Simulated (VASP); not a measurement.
# EuPPt3: structure and properties in VASP

Aim: relax EuPPt3, then compute properties on the relaxed cell. The steps: relaxing cell and atoms (PBEsol + U), second relaxation, density, ELF and potential (PBEsol + U), bands along the symmetry lines (PBEsol + U) and total and projected DOS (PBEsol + U). The start is a cell from a database of measured crystal structures.

Main program and level: VASP 6.6.1; PBEsol, DFT+U (Eu f 8 eV, Pt d 4.5 eV), spin-polarised from an antiferromagnetic start; plane waves and PAW (Pt, Eu, P).

Report form: the programs' logs are mostly left out.

## 1. The structure

Before any relaxation, the start is as follows. The structure is tetragonal, space group P4/nmm (No. 129). The conventional cell has a = 5.745 Å, b = 5.745 Å, c = 5.421 Å, α = 90.00°, β = 90.00°, γ = 90.00°. Nearest to Pt lie 2 P at 2.36 Å. Nearest to Pt lie 1 P at 2.30 Å and 4 Pt at 2.80 Å and 4 Eu at 2.98 Å. Nearest to Eu lie 4 Pt at 2.98 Å and 4 P at 3.25 Å. P has 6 Pt at 2.30 to 3.12 Å and 4 Eu at 3.25 Å nearest. Farther neighbours are not listed.

Coordinates:

```
Pt Eu P
1.0
     5.74507    0.00000    0.00000
     0.00000    5.74507    0.00000
     0.00000    0.00000    5.42138
Pt Eu P
6 2 2
Direct
  0.75000 0.25000 0.50000
  0.75000 0.75000 0.50000
  0.25000 0.75000 0.50000
  0.25000 0.25000 0.50000
  0.50000 0.00000 0.85490
  0.00000 0.50000 0.14510
  0.50000 0.50000 0.00000
  0.00000 0.00000 0.00000
  0.50000 0.00000 0.27890
  0.00000 0.50000 0.72110
```

## 2. Relaxing cell and atoms (PBEsol + U)

Properties are meant for the cell that this level of theory prefers, so cell and atoms are relaxed first (ISIF = 3) until forces and stress are small; EDIFFG sets the threshold. PBEsol restores the gradient expansion of exchange and is tuned for the cells of solids. A Hubbard U penalises fractional filling of the localised shell, which semilocal functionals favour.

Contents of INCAR:

```
SYSTEM = EuPPt3
PREC = Accurate
ENCUT = 450
EDIFF = 1E-06
NELM = 150
ISMEAR = -1
SIGMA = 0.05
LREAL = .FALSE.
ALGO = Normal
GGA = PS
NBANDS = 69
ISPIN = 2
MAGMOM = 0 0 0 0 0 0 7 -7 0 0
LDAU = .TRUE.
LDAUTYPE = 2
LDAUL = 2 3 -1
LDAUU = 4.5 8 0
LDAUJ = 0 0 0
LDAUPRINT = 1
LASPH = .TRUE.
LMAXMIX = 6
AMIX = 0.2
BMIX = 1E-04
AMIX_MAG = 0.8
BMIX_MAG = 1E-04
LORBIT = 11
LWAVE = .FALSE.
LCHARG = .FALSE.
KPAR = 4
IBRION = 2
NSW = 60
ISIF = 3
EDIFFG = -0.01
```

Contents of POSCAR:

```
EuPPt3
1.0
    5.7450700000      0.0000000000      0.0000000000
    0.0000000000      5.7450700000      0.0000000000
    0.0000000000      0.0000000000      5.4213800000
Pt Eu P
6 2 2
Direct
    0.7500000000      0.2500000000      0.5000000000
    0.7500000000      0.7500000000      0.5000000000
    0.2500000000      0.7500000000      0.5000000000
    0.2500000000      0.2500000000      0.5000000000
    0.5000000000      0.0000000000      0.8549000000
    0.0000000000      0.5000000000      0.1451000000
    0.5000000000      0.5000000000      0.0000000000
    0.0000000000      0.0000000000      0.0000000000
    0.5000000000      0.0000000000      0.2789000000
    0.0000000000      0.5000000000      0.7211000000
```

Contents of KPOINTS:

```
Automatic mesh
0
Gamma
4 4 4
0 0 0
```

Potentials, in the order of the species: Pt, Eu and P (PBE family, release 64).

On the command line:

```bash
$ mpirun -np 4 vasp_std
```

The job ended after 31 min (4 MPI ranks of AMD EPYC 7R43, shared host; peak memory 1.9 GiB).

The magnetic state follows from one typed start and may not be the lowest. The k-mesh is coarse for a metal. A U on the itinerant d states of such a compound is hard to justify; it moves the bands at the Fermi level and favours large moments. The PAW data sets were made with PBE, which is usual practice but a small mismatch for other functionals. The run keeps the 16 symmetry operations of its start, so it cannot find a distortion of lower symmetry.

The steps of the relaxation:

```
step  energy less that of the first step (eV)  largest force (eV/Å)  pressure (GPa)  volume (Å³)
   1                                   0.0000                0.7455           -5.56       178.94
   2                                   0.1104                0.5040           10.04       163.32
   3                                  -0.1587                0.3521            0.49       171.84
   4                                  -0.1588                0.3424            0.62       171.70
   5                                  -0.1660                0.2954            0.02       172.41
   6                                  -0.1693                0.0593            0.20       172.15
   7                                  -0.1696                0.0362           -0.26       172.61
   8                                  -0.1697                0.0398           -0.07       172.49
   9                                  -0.1697                0.0384           -0.03       172.50
  10                                  -0.1697                0.0361            0.02       172.55
  11                                  -0.1697                0.0343           -0.02       172.58
  12                                  -0.1697                0.0356           -0.09       172.59
  13                                  -0.1700                0.0237           -0.16       172.60
  14                                  -0.1701                0.0114           -0.11       172.61
  15                                  -0.1700                0.0050            0.23       172.31
  16                                  -0.1701                0.0052            0.00       172.48
```

```
conventional cell, symmetrised  before  after  change
                         a (Å)   5.745  5.706  -0.7 %
                         b (Å)   5.745  5.706  -0.7 %
                         c (Å)   5.421  5.297  -2.3 %
              volume (Å³/atom)   17.89  17.25  -3.6 %
```

The atoms that moved most (Å, as changes of fractional coordinates times the final cell):

```
atom     dx     dy      dz  length
 Pt5  0.000  0.000   0.030   0.030
 Pt6  0.000  0.000  -0.030   0.030
 P10  0.000  0.000   0.011   0.011
  P9  0.000  0.000  -0.011   0.011
```

Final coordinates:

```xyz
10
Lattice="5.7061 0.0000 0.0000 0.0000 5.7061 0.0000 0.0000 0.0000 5.2973" Properties=species:S:1:pos:R:3 pbc="T T T"
Pt    4.2796    1.4265    2.6486
Pt    4.2796    4.2796    2.6486
Pt    1.4265    4.2796    2.6486
Pt    1.4265    1.4265    2.6486
Pt    2.8530    0.0000    4.5583
Pt    0.0000    2.8530    0.7390
Eu    2.8530    2.8530    0.0000
Eu    0.0000    0.0000    0.0000
P     2.8530    0.0000    1.4659
P     0.0000    2.8530    3.8314
```

Numbers from this step:

* electrons: 104
* bands: 69
* irreducible k-points: 18
* symmetry operations: 16
* free energy (TOTEN): -66.0004 eV
* energy at zero smearing: -65.9925 eV
* Fermi energy: 8.000 eV
* pressure: -0.002052 GPa
* metallic: yes
* SCF cycles over all ionic steps: 190

Spin moment in the PAW sphere by atom:

```
atom  spin moment in the PAW sphere (μB)
 Pt1                                0.00
 Pt2                                0.00
 Pt3                                0.00
 Pt4                                0.00
 Pt5                                0.00
 Pt6                                0.00
 Eu7                                6.74
 Eu8                               -6.74
  P9                                0.00
 P10                                0.00
```

It ends with a largest force of 0.005 eV/Å and a pressure of 0.00 GPa. The volume lies -3.6 % from that of the database's start, which holds the thermal and zero-point expansion of its experiment.

## 3. Second relaxation

The basis stayed that of the start cell while the cell moved. A rerun from the cell reached resets it; the error of the finite cutoff stays.

INCAR is that of step 2.

Contents of POSCAR:

```
EuPPt3
1.0
    5.7060990265      0.0000000000      0.0000000000
    0.0000000000      5.7060990265      0.0000000000
    0.0000000000      0.0000000000      5.2972832776
Pt Eu P
6 2 2
Direct
    0.7500000000      0.2500000000      0.5000000000
    0.7500000000      0.7500000000      0.5000000000
    0.2500000000      0.7500000000      0.5000000000
    0.2500000000      0.2500000000      0.5000000000
    0.5000000000      0.0000000000      0.8605007662
    0.0000000000      0.5000000000      0.1394992338
    0.5000000000      0.5000000000      0.0000000000
    0.0000000000      0.0000000000      0.0000000000
    0.5000000000      0.0000000000      0.2767311861
    0.0000000000      0.5000000000      0.7232688139
```

KPOINTS is that of step 2.

On the command line:

```bash
$ mpirun -np 4 vasp_std
```

Wall time 3.1 min (4 MPI ranks); peak memory 1.7 GiB.

Little changed from the start: no atom moved by 0.005 Å and no cell edge by 0.1 %.

Numbers from this step:

| Quantity | Value |
| --- | --- |
| free energy (TOTEN) | -65.9924 eV |
| energy at zero smearing | -65.9845 eV |
| pressure | 0.04538 GPa |
| SCF cycles over all ionic steps | 20 |

It ends with a largest force of 0.005 eV/Å and a pressure of 0.05 GPa. The volume moved by under 0.01 %: the run met its threshold at the first step.

## 4. Density, ELF and potential (PBEsol + U)

The relaxed cell gets a fresh self-consistent run, on a basis set for its own volume, to fix the density and to check the remaining stress.

Changes to INCAR since step 3:

```diff
@@ -27,7 +27,5 @@
 LWAVE = .FALSE.
-LCHARG = .FALSE.
-KPAR = 4
-IBRION = 2
-NSW = 60
-ISIF = 3
-EDIFFG = -0.01
+LCHARG = .TRUE.
+ISIF = 2
+LELF = .TRUE.
+LVHAR = .TRUE.
```

POSCAR is that of step 3.

KPOINTS is that of step 3.

On the command line:

```bash
$ mpirun -np 4 vasp_std
```

Wall time 4.6 min (4 MPI ranks); peak memory 0.81 GiB.

With spin, VASP writes an ELF for each channel.

This step gave:

```yaml
scf_cycles: 19
bands: 72
pressure: 0.02336 GPa
```

Valence electrons inside each PAW sphere by angular momentum. Sphere charges, by row:

```
atom  s (e)  p (e)  d (e)  f (e)  tot (e)
 Pt1  0.638  0.548  8.586      0    9.772
 Pt2  0.638  0.548  8.586      0    9.772
 Pt3  0.638  0.548  8.586      0    9.772
 Pt4  0.638  0.548  8.586      0    9.772
 Pt5  0.743  0.462  8.731      0    9.936
 Pt6  0.743  0.462  8.731      0    9.936
 Eu7  2.038  5.754  0.312  6.832    14.94
 Eu8  2.038  5.754  0.312  6.832    14.94
  P9  0.995  1.439      0      0    2.434
 P10  0.995  1.439      0      0    2.434
```

Spin density in the ac plane at fractional y = 0.000, with atoms of Pt and Eu and P within 0.2 Å of it.

Values in units of 1e0 e/Å³, 14 rows by 16 columns, each cell a mean:
```
-7.4 -3.6 -0.6 -0.1  0.0  0.0  0.0  0.0  0.0  0.0  0.0  0.0  0.0 -0.1 -1.5 -5.6
-1.7 -0.7 -0.1  0.0  0.0  0.0  0.0  0.0  0.0  0.0  0.0  0.0  0.0 -0.1 -0.3 -1.2
-0.1 -0.1  0.0  0.0  0.0  0.0  0.0  0.0  0.0  0.0  0.0  0.0  0.0  0.0  0.0 -0.1
 0.0  0.0  0.0  0.0  0.0  0.0  0.0  0.0  0.0  0.0  0.0  0.0  0.0  0.0  0.0  0.0
 0.0  0.0  0.0  0.0  0.0  0.0  0.0  0.0  0.0  0.0  0.0  0.0  0.0  0.0  0.0  0.0
 0.0  0.0  0.0  0.0  0.0  0.0  0.0  0.0  0.0  0.0  0.0  0.0  0.0  0.0  0.0  0.0
 0.0  0.0  0.0  0.0  0.0  0.0  0.0  0.0  0.0  0.0  0.0  0.0  0.0  0.0  0.0  0.0
 0.0  0.0  0.0  0.0  0.0  0.0  0.0  0.0  0.0  0.0  0.0  0.0  0.0  0.0  0.0  0.0
 0.0  0.0  0.0  0.0  0.0  0.0  0.0  0.0  0.0  0.0  0.0  0.0  0.0  0.0  0.0  0.0
 0.0  0.0  0.0  0.0  0.0  0.0  0.0  0.0  0.0  0.0  0.0  0.0  0.0  0.0  0.0  0.0
 0.0  0.0  0.0  0.0  0.0  0.0  0.0  0.0  0.0  0.0  0.0  0.0  0.0  0.0  0.0  0.0
-0.5 -0.2 -0.1  0.0  0.0  0.0  0.0  0.0  0.0  0.0  0.0  0.0  0.0  0.0 -0.1 -0.4
-4.3 -2.0 -0.3  0.0  0.0  0.0  0.0  0.0  0.0  0.0  0.0  0.0  0.0 -0.1 -0.8 -3.2
-9.8 -4.8 -0.8 -0.1  0.0  0.0  0.0  0.0  0.0  0.0  0.0  0.0  0.0 -0.2 -2.1 -7.5
```
Columns run along a (5.7 Å), rows up along c (5.3 Å). Atoms in or near the plane, at fractional coordinates: Pt at (0.50, 0.86), Eu at (0.00, 0.00), P at (0.50, 0.28).

ELF of up spins in the ac plane at fractional y = 0.000, with atoms of Pt and Eu and P within 0.2 Å of it. It is the smooth field of the valence electrons, not physical close to the nuclei.

Ten even steps from '0' (0.01) to '9' (0.79), each cell a mean:
```
7983253001441598
9951352000441379
6411242000442125
1001233212322100
0112222222222210
1123322222223221
1223333333333321
1223346666543321
1123478658853221
0012488426963110
3201478546862012
8731268999841158
9972146787631499
4983144444431697
```
Columns run along a (5.7 Å), rows up along c (5.3 Å). Atoms in or near the plane, at fractional coordinates: Pt at (0.50, 0.86), Eu at (0.00, 0.00), P at (0.50, 0.28).

Valence density in the ac plane at fractional y = 0.000, with atoms of Pt and Eu and P within 0.2 Å of it. It is the smooth field of the valence electrons, not physical close to the nuclei.

Values in units of 1e0 e/Å³, 14 rows by 16 columns, each cell a mean:
```
8.7 5.7 1.8 0.4 0.3 0.6 1.4 2.1 2.3 1.9 1.0 0.4 0.3 0.8 3.3 7.5
3.6 2.1 0.7 0.3 0.3 0.8 1.9 3.0 3.4 2.5 1.4 0.5 0.2 0.4 1.2 2.9
0.7 0.4 0.2 0.2 0.2 0.7 1.7 2.6 2.9 2.2 1.2 0.4 0.2 0.2 0.3 0.6
0.1 0.1 0.1 0.1 0.2 0.4 0.9 1.4 1.6 1.2 0.6 0.3 0.2 0.1 0.1 0.1
0.1 0.1 0.1 0.2 0.2 0.3 0.4 0.5 0.5 0.4 0.3 0.2 0.2 0.1 0.1 0.1
0.1 0.1 0.2 0.2 0.3 0.3 0.2 0.2 0.2 0.2 0.2 0.3 0.3 0.2 0.1 0.1
0.1 0.1 0.2 0.3 0.3 0.3 0.3 0.3 0.3 0.3 0.3 0.3 0.3 0.2 0.2 0.1
0.1 0.1 0.2 0.3 0.3 0.4 0.4 0.5 0.5 0.5 0.4 0.4 0.3 0.2 0.2 0.1
0.1 0.1 0.1 0.2 0.3 0.5 0.7 0.6 0.5 0.7 0.6 0.4 0.3 0.2 0.1 0.1
0.1 0.1 0.1 0.2 0.3 0.5 0.7 0.2 0.0 0.5 0.6 0.4 0.2 0.1 0.1 0.1
0.3 0.2 0.1 0.1 0.2 0.4 0.6 0.3 0.1 0.5 0.6 0.3 0.2 0.1 0.2 0.3
1.7 1.1 0.4 0.2 0.2 0.3 0.6 0.8 0.8 0.7 0.4 0.2 0.1 0.2 0.6 1.4
6.4 4.0 1.3 0.3 0.2 0.3 0.5 0.8 0.9 0.7 0.4 0.2 0.2 0.6 2.2 5.4
9.9 6.8 2.3 0.5 0.2 0.4 0.7 1.2 1.3 1.0 0.5 0.3 0.3 0.9 4.0 8.7
```
Columns run along a (5.7 Å), rows up along c (5.3 Å). Atoms in or near the plane, at fractional coordinates: Pt at (0.50, 0.86), Eu at (0.00, 0.00), P at (0.50, 0.28).

In this run the pressure is 0.02 GPa, small enough to go on.

## 5. Bands along the symmetry lines (PBEsol + U)

Levels along the symmetry lines show where the bands peak and cross; KPOINTS_OPT computes them in the converged potential.

Changes to INCAR since step 4:

```diff
@@ -10,5 +10,5 @@
 GGA = PS
-NBANDS = 69
+NBANDS = 83
 ISPIN = 2
-MAGMOM = 0 0 0 0 0 0 7 -7 0 0
+MAGMOM = 0 0 0 0 0 0 6.738 -6.738 0 0
 LDAU = .TRUE.
@@ -27,5 +27,3 @@
 LWAVE = .FALSE.
-LCHARG = .TRUE.
-ISIF = 2
-LELF = .TRUE.
-LVHAR = .TRUE.
+LCHARG = .FALSE.
+KPAR = 4
```

POSCAR is that of step 4.

KPOINTS is that of step 4.

Contents of KPOINTS_OPT:

```
Line mode
12
Line-mode
Reciprocal
  0.00000000   0.00000000   0.00000000 GAMMA
  0.00000000   0.50000000   0.00000000 X

  0.00000000   0.50000000   0.00000000 X
  0.50000000   0.50000000   0.00000000 M

  0.50000000   0.50000000   0.00000000 M
  0.00000000   0.00000000   0.00000000 GAMMA

  0.00000000   0.00000000   0.00000000 GAMMA
  0.00000000   0.00000000   0.50000000 Z

  0.00000000   0.00000000   0.50000000 Z
  0.00000000   0.50000000   0.50000000 R

  0.00000000   0.50000000   0.50000000 R
  0.50000000   0.50000000   0.50000000 A

  0.50000000   0.50000000   0.50000000 A
  0.00000000   0.00000000   0.50000000 Z

  0.00000000   0.50000000   0.00000000 X
  0.00000000   0.50000000   0.50000000 R

  0.50000000   0.50000000   0.00000000 M
  0.50000000   0.50000000   0.50000000 A
```

On the command line:

```bash
$ mpirun -np 4 vasp_std
```

Wall time 28 min (4 MPI ranks); peak memory 2.8 GiB; 1.8 h of CPU time.

Spin-orbit coupling is off here; with elements this heavy it splits and shifts levels by tenths of an eV or more.

This step gave:

* SCF cycles: 18
* bands: 83
* pressure: 0.07010 GPa

[end of part 1 of 2]

[Lines on the potential files, build, host, timing and source positions are cut from VASP's logs without a mark.]

[Logs are printed without paths, hosts, clocks, repeated set-up lines and the standing remarks that a program may print on its own settings, such as how far it seeks lower states.]

[Hosts, paths, dates, database ids (printed as entryN), source tags and the programs' standing remarks are cut or masked in the printed files.]

[A measured line is paired with the nearest computed mode of its activity, which favours agreement.]
